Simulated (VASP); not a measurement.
All values below come from SCAN meta-GGA, VASP's PBE PAW potentials (set 64) (plane waves; VASP).

A VASP calculation is set up with these files.

**KPOINTS_OPT**
```
k-points along high-symmetry lines
10
Line-mode
Reciprocal
  0.000000   0.000000   0.000000 ! GAMMA
  0.500000   0.000000   0.500000 ! X

  0.500000   0.000000   0.500000 ! X
  0.625000   0.250000   0.625000 ! U

  0.375000   0.375000   0.750000 ! K
  0.000000   0.000000   0.000000 ! GAMMA

  0.000000   0.000000   0.000000 ! GAMMA
  0.500000   0.500000   0.500000 ! L

  0.500000   0.500000   0.500000 ! L
  0.500000   0.250000   0.750000 ! W

  0.500000   0.250000   0.750000 ! W
  0.500000   0.000000   0.500000 ! X
```

### INCAR
```
# general
SYSTEM  = PbSe
PREC    = Accurate
ENCUT   = 520   # plane-wave cut-off (eV)
LREAL   = .False.
LASPH   = .True.

# electronic loop
EDIFF   = 1E-7
NELM    = 100   # most electronic steps
ALGO    = Normal   # blocked Davidson
LMAXMIX = 4   # l cut-off of mixed one-centre charges
LMIXTAU = .True.

# smearing
ISMEAR  = -5   # tetrahedra, Bloechl

# functional
METAGGA = SCAN

# ions
ISIF    = 2   # forces and stress, cell fixed

# output
LWAVE   = .False.
LCHARG  = .False.
LORBIT  = 11   # lm-projected
NEDOS   = 601
```

### POSCAR
```
PbSe
1
    0.0000000000     3.0774207327     3.0774207327
    3.0774207327     0.0000000000     3.0774207327
    3.0774207327     3.0774207327     0.0000000000
Pb Se
1 1
Direct
  0.0000000000   0.0000000000   0.0000000000
  0.5000000000   0.5000000000   0.5000000000
```

KPOINTS:
```
Automatic mesh
0
Gamma
8 8 8
0 0 0
```

POTCAR, in this order: Pb_d Se (PBE.64 set). Program: vasp_std.

Unless said otherwise, spin-orbit coupling is left out, though it shifts the bands of the heavy elements here.

Task: What does the run give for the energy per atom (σ→0), band gap (over mesh and band path)?

Result: 
```
Quantity                                      Value
----------------------------------  ---------------
energy per atom (σ→0)               -48.472 eV/atom
band gap (over mesh and band path)          0.56 eV
```

**OSZICAR**
```
...
DAV:  20    -0.969434583516E+02    0.23280E-05   -0.77424E-07   872   0.103E-02    0.678E-04
DAV:  21    -0.969434568318E+02    0.15198E-05   -0.42478E-07   818   0.717E-03    0.222E-04
DAV:  22    -0.969434561013E+02    0.73049E-06   -0.35958E-08   580   0.260E-03    0.228E-04
DAV:  23    -0.969434560393E+02    0.62089E-07   -0.10983E-08   430   0.174E-03
   1 F= -.96943456E+02 E0= -.96943456E+02  d E =0.000000E+00
       N       E                     dE             ncg
       N       E                     dE             ncg
       N       E                     dE             ncg
```

The compound is PbSe in the rock salt structure. It was relaxed first.
